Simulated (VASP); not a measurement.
# MgCd2Te3 (P-3m1) in VASP: relaxation of cell and atoms with PBE

Aim: the relaxation of cell and atoms of MgCd2Te3 with PBE.

All numbers are computed with VASP 6.6.1; they aren't measurements. Logs are shortened: lines on timing, memory, paths and dates and some standing lists are left out, and cuts for length are marked.

**1. The crystal as given**

Symmetry: P-3m1, No. 164, trigonal system. The conventional cell has a = 4.638 Å, b = 4.638 Å, c = 11.066 Å, α = 90.00°, β = 90.00°, γ = 120.00°. Around Mg (site symmetry -3m) lie 6 Cd at 3.14 Å. Cd (site symmetry 3m) has 3 Te at 2.82 Å and 3 Mg at 3.14 Å as nearest neighbours. Te (site symmetry 3m) is surrounded by 3 Cd at 2.82 Å. Around Te (site symmetry -3m) lie 6 Te at 4.03 Å.

The cell was built by a generator and needn't be a form met in nature.

**2. Relaxation of cell and atoms, PBE**

The input, INCAR:

```
SYSTEM = MgCd2Te3
PREC = Normal
ENCUT = 520
EDIFF = 1E-4
ISMEAR = 0
SIGMA = 0.15
LREAL = .FALSE.
LASPH = .TRUE.
NELM = 60
ALGO = Fast
ISIF = 3
LWAVE = .FALSE.
LCHARG = .FALSE.
GGA = PE
IBRION = 2
NSW = 24
EDIFFG = -0.08
```

The input, KPOINTS:

```
Automatic mesh
0
G
  4 4 2
  0 0 0
```

The input, POSCAR:

```
MgCd2Te3
1.0
    4.6383012100      0.0000000000      0.0000000000
   -2.3191506100      4.0168866800      0.0000000000
    0.0000000000      0.0000000000     11.0657132000
Mg Cd Te
1 2 3
Direct
    0.0000000000      0.0000000000      0.5000000000
    0.3333333300      0.6666666700      0.3524051700
    0.6666666700      0.3333333300      0.6475948300
    0.3333333300      0.6666666700      0.7281416200
    0.6666666700      0.3333333300      0.2718583800
    0.0000000000      0.0000000000      0.0000000000
```

Potentials or basis: VASP PAW PBE potentials, release 64 (Mg, Cd, Te).

The run is started by

```console
$ cat potpaw_PBE.64/Mg/POTCAR potpaw_PBE.64/Cd/POTCAR potpaw_PBE.64/Te/POTCAR > POTCAR
$ mpirun -np 1 vasp_std > vasp.out
```

OUTCAR:

```text
SYSTEM = MgCd2Te3
   PREC = Normal
   ENCUT = 520
   EDIFF = 1E-4
   ISMEAR = 0
   LREAL = .FALSE.
   LASPH = .TRUE.
   NELM = 60
   ISIF = 3
   GGA = PE
   IBRION = 2
   NSW = 24
   EDIFFG = -0.08

 ion  position               nearest neighbor table
   1  0.000  0.000  0.500-   2 3.14   3 3.14   3 3.14   2 3.14   3 3.14   2 3.14
   2  0.333  0.667  0.352-   5 2.82   5 2.82   5 2.82   1 3.14   1 3.14   1 3.14
   3  0.667  0.333  0.648-   4 2.82   4 2.82   4 2.82   1 3.14   1 3.14   1 3.14
   4  0.333  0.667  0.728-   3 2.82   3 2.82   3 2.82
   5  0.667  0.333  0.272-   2 2.82   2 2.82   2 2.82
   6  0.000  0.000  0.000-

  LATTYP: Found a hexagonal cell.
 ALAT       =     4.6383012100
 C/A-ratio  =     2.3857254411

  Lattice vectors:

 A1 = (   4.6383012100,   0.0000000000,   0.0000000000)
 A2 = (  -2.3191506100,   4.0168866800,   0.0000000000)
 A3 = (   0.0000000000,   0.0000000000,  11.0657132000)

Analysis of symmetry for initial positions (statically):
=====================================================================
 Subroutine PRICEL returns:
 Original cell was already a primitive cell.

 Routine SETGRP: Setting up the symmetry group for a
 hexagonal supercell.

 Subroutine GETGRP returns: Found 12 space group operations
 (whereof 12 operations were pure point group operations)
 out of a pool of 24 trial point group operations.

The static configuration has the point symmetry D_3d.

Analysis of symmetry for dynamics (positions and initial velocities):
=====================================================================
 Subroutine PRICEL returns:
 Original cell was already a primitive cell.

 Routine SETGRP: Setting up the symmetry group for a
 hexagonal supercell.

 Subroutine GETGRP returns: Found 12 space group operations
 (whereof 12 operations were pure point group operations)
 out of a pool of 24 trial point group operations.

The dynamic configuration has the point symmetry D_3d.

 Subroutine INISYM returns: Found 12 space group operations
 (whereof 12 operations are pure point group operations),
 and found     1 'primitive' translations

----------------------------------------------------------------------------------------

                                     Primitive cell

  volume of cell :     206.1712

  direct lattice vectors                    reciprocal lattice vectors
     4.638301210  0.000000000  0.000000000     0.215596175  0.124474510  0.000000000
    -2.319150610  4.016886680  0.000000000     0.000000000  0.248949019  0.000000000
     0.000000000  0.000000000 11.065713200     0.000000000  0.000000000  0.090369232

  length of vectors
     4.638301210  4.638301214 11.065713200     0.248949020  0.248949019  0.090369232

  position of ions in fractional coordinates (direct lattice)
     0.000000000  0.000000000  0.500000000
     0.333333330  0.666666670  0.352405170
     0.666666670  0.333333330  0.647594830
     0.333333330  0.666666670  0.728141620
     0.666666670  0.333333330  0.271858380
     0.000000000  0.000000000  0.000000000

  ion indices of the primitive-cell ions
   primitive index   ion index
                 1           1
                 2           2
                 3           3
                 4           4
                 5           5
                 6           6

----------------------------------------------------------------------------------------

 KPOINTS: Automatic mesh

Automatic generation of k-mesh.
 Grid dimensions read from file:
 generate k-points for:    4    4    2

 Generating k-lattice:

  Cartesian coordinates                     Fractional coordinates (reciprocal lattice)
     0.053899044  0.031118627  0.000000000     0.250000000  0.000000000  0.000000000
     0.000000000  0.062237255  0.000000000     0.000000000  0.250000000  0.000000000
     0.000000000  0.000000000  0.045184616     0.000000000  0.000000000  0.500000000

  Length of vectors
     0.062237255  0.062237255  0.045184616

  Shift w.r.t. Gamma in fractional coordinates (k-lattice)
     0.000000000  0.000000000  0.000000000

 Subroutine IBZKPT returns following result:
 ===========================================

 Found      8 irreducible k-points:

 Following reciprocal coordinates:
            Coordinates               Weight
  0.000000  0.000000  0.000000      1.000000
  0.250000  0.000000  0.000000      6.000000
  0.500000  0.000000  0.000000      3.000000
  0.250000  0.250000  0.000000      6.000000
  0.000000  0.000000  0.500000      1.000000
  0.250000  0.000000  0.500000      6.000000
  0.500000  0.000000  0.500000      3.000000
  0.250000  0.250000  0.500000      6.000000
   k-points           NKPTS =      8   k-points in BZ     NKDIM =      8   number of bands    NBANDS=     26
   number of dos      NEDOS =    301   number of ions     NIONS =      6
   total plane-waves  NPLWV =  50176
   dimension x,y,z NGX =    28 NGY =   28 NGZ =   64
   dimension x,y,z NGXF=    56 NGYF=   56 NGZF=  128
   ions per type =               1   2   3
   NGX,Y,Z   is equivalent  to a cutoff of  10.04, 10.04,  9.62 a.u.
   NGXF,Y,Z  is equivalent  to a cutoff of  20.07, 20.07, 19.23 a.u.
 SYSTEM =  MgCd2Te3
   PREC   = normal    normal or accurate (medium, high low for compatibility)
   ISTART =      0    job   : 0-new  1-cont  2-samecut
   ICHARG =      2    charge: 1-file 2-atom 10-const
   ISPIN  =      1    spin polarized calculation?
   LNONCOLLINEAR =      F non collinear calculations
   LSORBIT =      F    spin-orbit coupling
   LASPH  =      T    aspherical Exc in radial PAW
   ENCUT  =  520.0 eV  38.22 Ry    6.18 a.u.   8.62  8.62 20.57*2*pi/ulx,y,z
   NELM   =     60;   NELMIN=  2; NELMDL= -5     # of ELM steps
   EDIFF  = 0.1E-03   stopping-criterion for ELM
   LREAL  =      F    real-space projection
   EDIFFG = -.8E-01   stopping-criterion for IOM
   NSW    =     24    number of steps for IOM
   IBRION =      2    ionic relax: 0-MD 1-quasi-New 2-CG
   NFREE  =      1    steps in history (QN), initial steepest desc. (CG)
   ISIF   =      3    stress and relaxation
   ISYM   =      2    0-nonsym 1-usesym 2-fastsym
   POTIM  = 0.5000    time-step for ionic-motion
   TEBEG  =    0.0;   TEEND  =   0.0 temperature during run
   PSTRESS=    0.0 pullay stress
   NELECT =      44.0000    total number of electrons
   NUPDOWN=      -1.0000    fix difference up-down
   EMIN   =  10.00;   EMAX   =-10.00  energy-range for DOS
   EFERMI =   0.00;   METHOD = LEGACY
   ISMEAR =     0;   SIGMA  =   0.15  broadening in eV -4-tet -1-fermi 0-gaus
   EFERMI_NEDOS =   21; number of points for ismear=-14 and -15
   IALGO  =     68    algorithm
   IMIX   =      4    mixing-type and parameters
     AMIX     =   0.40;   BMIX     =  1.00
     AMIX_MAG =   1.60;   BMIX_MAG =  1.00
  volume/ion in A,a.u.               =      34.36       231.89
  Fermi-wavevector in a.u.,A,eV,Ry     =   0.978325  1.848766 13.022401  0.957119
  Thomas-Fermi vector in A             =   2.109092
   LORBIT       =      0    0 simple, 1 ext, 2 COOP (PROOUT), +10 PAW based schemes
   GGA     = PE    functional components
   LHFCALC =     F    Hartree Fock is set to
   AEXX    =    0.0000 exact exchange contribution
   IVDW    =     0    specifies the selected vdW correction
   LEPSILON=     F    determine dielectric tensor
   LRPA    =     F    only Hartree local field effects (RPA)
 conjugate gradient relaxation of ions
 non-spin polarized calculation
 RMM-DIIS sequential band-by-band and
 Gauss-broadening in eV      SIGMA  =   0.15
  energy-cutoff  :      520.00
  volume of cell :      206.17
 maximum number of plane-waves:      5579
   NGX = 17   NGY = 17   NGZ = 41

--------------------------------------- Ionic step        1  -------------------------------------------

 number of electron      44.0000022 magnetization

 Free energy of the ion-electron system (eV)
  ---------------------------------------------------
  ext. energy  EPLUGINS =         0.00000000
  ---------------------------------------------------
  free energy    TOTEN  =       -11.12869636 eV

  energy without entropy =      -11.04709139  energy(sigma->0) =      -11.08789388

------------------------ aborting loop because EDIFF is reached ----------------------------------------

  FORCE on cell =-STRESS in cart. coord.  units (eV):
  Direction    XX          YY          ZZ          XY          YZ          ZX
  --------------------------------------------------------------------------------------
  -------------------------------------------------------------------------------------
  Total        0.4570636      0.4570636     -3.0631071     -0.0000000      0.0000000      0.0000000
  in kB        3.5518879      3.5518879    -23.8037199     -0.0000000      0.0000000      0.0000000
  external PRESSURE =      -5.5666480 kB  Pullay stress =       0.0000000 kB
[... 101 lines left out ...]
  FREE ENERGIE OF THE ION-ELECTRON SYSTEM (eV)
  ---------------------------------------------------
  free  energy   TOTEN  =       -11.6562379726 eV

  energy  without entropy=      -11.5875211345  energy(sigma->0) =      -11.62187955

[... ionic steps 4 to 8 ...]

--------------------------------------- Ionic step        9  -------------------------------------------

 number of electron      44.0000001 magnetization

------------------------ aborting loop because EDIFF is reached ----------------------------------------

  FORCE on cell =-STRESS in cart. coord.  units (eV):
  Direction    XX          YY          ZZ          XY          YZ          ZX
  --------------------------------------------------------------------------------------
  -------------------------------------------------------------------------------------
  Total       -0.0374576     -0.0374576     -0.2199157      0.0000000      0.0000000      0.0000000
  in kB       -0.3474317     -0.3474317     -2.0397895      0.0000000      0.0000000      0.0000000
  external PRESSURE =      -0.9115510 kB  Pullay stress =       0.0000000 kB
[... 65 lines left out ...]
  energy  without entropy=      -12.1849903087  energy(sigma->0) =      -12.20270794

--------------------------------------- Ionic step       11  -------------------------------------------

 number of electron      44.0000010 magnetization

 Free energy of the ion-electron system (eV)
  ---------------------------------------------------
  ext. energy  EPLUGINS =         0.00000000
  ---------------------------------------------------
  free energy    TOTEN  =       -12.22922148 eV

  energy without entropy =      -12.19349478  energy(sigma->0) =      -12.21135813

 E-fermi :   4.5131     XC(G=0):  -9.4338

 val. band max:        4.4069048103   @ k =   0.2500   0.0000   0.5000
 cond. band min:       4.5453838361   @ k =   0.2500   0.2500   0.0000
 fundamental gap:      0.1384790258
 Fermi energy:         4.5131359407

 k-point     1 :       0.0000    0.0000    0.0000
  band No.  band energies     occupation
      1      -7.8218      2.00000
      2      -7.1255      2.00000
      3      -5.2757      2.00000
      4      -4.5340      2.00000
      5      -4.5340      2.00000
      6      -4.4299      2.00000
[... 254 lines left out ...]
  FREE ENERGIE OF THE ION-ELECTRON SYSTEM (eV)
  ---------------------------------------------------
  free  energy   TOTEN  =       -12.2292214836 eV

  energy  without entropy=      -12.1934947777  energy(sigma->0) =      -12.21135813

 reached required accuracy - stopping structural energy minimisation
```

Wall time 4.3 min (1 thread of Intel Xeon Platinum 8175M at 2.50GHz (Skylake/Cascade Lake), shared host); peak memory 0.25 GiB.

Results:

```yaml
Free_energy: -12.2292 eV
Relaxed_volume: 28.59 Å³/atom
Relaxed_cell: a = 4.952 Å, b = 4.952 Å, c = 8.077 Å, α = 90.00°, β = 90.00°, γ = 120.00°
Space_group_after_relaxing_to_0.05_Å: P-3m1 (No. 164)
Energy_gained_by_relaxing: 183.4 meV/atom
Ionic_steps: 11
Pressure_after_relaxing: 0.0 GPa
Largest_force_after_relaxing: 0.067 eV/Å
Band_gap_on_the_k_mesh: none (metal or under the smearing width)
```

Forces in eV/Å, atoms in the order of the input:
```
Mg   0.000  0.000  0.000
Cd   0.000  0.000 -0.067
Cd   0.000  0.000  0.067
Te   0.000  0.000 -0.026
Te   0.000  0.000  0.026
Te   0.000  0.000  0.000
```

Step by step:
```csv
step,energy change (eV),largest force (eV/Å),pressure (GPa),volume (Å³)
1,0.0000,0.5706,-0.56,206.17
2,-0.1180,0.5576,-0.81,202.57
3,-0.5275,0.4348,-0.68,191.36
4,-1.0280,0.1694,1.78,167.03
5,-1.0782,0.1700,-0.86,174.86
6,-1.0880,0.1518,-0.14,172.52
7,-1.0880,0.1556,-0.15,172.62
8,-1.0853,0.1656,-0.59,173.74
9,-1.0879,0.1527,-0.09,172.74
10,-1.0917,0.1318,-0.12,172.43
11,-1.1005,0.0672,0.02,171.52
```

Final structure:
```yaml
crystal:
  lattice:
    - [4.95180, 0.00000, 0.00000]
    - [-2.47590, 4.28839, 0.00000]
    - [0.00000, 0.00000, 8.07702]
  atoms:
    - { symbol: Mg, position: [0.00000, 0.00000, 0.50000] }
    - { symbol: Cd, position: [0.33333, 0.66667, 0.35476] }
    - { symbol: Cd, position: [0.66667, 0.33333, 0.64524] }
    - { symbol: Te, position: [0.33333, 0.66667, 0.75936] }
    - { symbol: Te, position: [0.66667, 0.33333, 0.24064] }
    - { symbol: Te, position: [0.00000, 0.00000, 0.00000] }
```

Caveat: the k mesh is coarse (spacing up to 0.39 Å⁻¹), so the values aren't converged; the volume moved by over 15 % at a fixed basis, so the end points are rough; the relaxation stopped at a loose force limit of 0.08 eV/Å, so its end isn't a converged minimum. Spin-orbit coupling is left out, which matters for the levels of Te.
